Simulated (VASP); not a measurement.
Data:

```xyz
3
Lattice="3.5263 0.0000 0.0000 -1.7631 3.0538 0.0000 0.0000 0.0000 5.4769" Properties=species:S:1:pos:R:3 pbc="T T T"
Pt     3.5263     0.0000     5.4769
S      0.0000     2.0359     1.2205
S      1.7631     1.0179     4.2564
```

Calculation: SCAN meta-GGA, VASP's PBE PAW potentials (set 64) (plane waves; VASP 6.6.1). Run with 400 eV cut-off, 8×8×5 Γ-centred mesh, tetrahedra with Blöchl corrections, potentials Pt S.

Unless said otherwise, spin-orbit coupling is left out, though it shifts the bands of the heavy elements here.

Task: What does the run give for the energy per atom (σ→0), band gap (over mesh and band path) with the smallest direct gap where there is one?

Result: 
```json
{
  "band gap (over mesh and band path)": "1.42 eV",
  "smallest direct gap (over mesh and band path)": "1.57 eV",
  "energy per atom (σ→0)": "-2929.5 kJ/mol of atoms"
}
```

The structure comes from a measured PtS2 entry (P-3m1) of the Crystallography Open Database, whose conditions weren't checked. It was relaxed first, which changed the volume by +8 %.
